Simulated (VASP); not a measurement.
Here is the system:

```xyz
2
Lattice="-2.9733 2.9733 1.6218 2.9733 -2.9733 1.6218 2.9733 2.9733 -1.6218" Properties=species:S:1:pos:R:3 pbc="T T T"
Sn     2.9733     0.0000     0.8109
Sn     0.0000     0.0000     0.0000
```

Calculation: PBE GGA, VASP's PBE PAW potentials (set 64) (plane waves; VASP). Settings: 400 eV cut-off, 10×10×10 Γ-centred mesh, first-order Methfessel-Paxton smearing of 0.10 eV, potentials Sn_d.

Unless said otherwise, spin-orbit coupling is left out, though it shifts the bands of the heavy elements here.

Task: What does the run give for the energy per atom (σ→0), band gap (on the k-mesh) with the smallest direct gap where there is one?

Result: 
| Property | Result |
|---|---|
| band gap (on the k-mesh) | none (metal, semimetal or under 0.01 eV) |
| energy per atom (σ→0) | -3.805 eV/atom |

The absolute energy has meaning only against runs of the same code, potentials and settings.

The compound is Sn in the beta structure. The cell was not relaxed at this level.
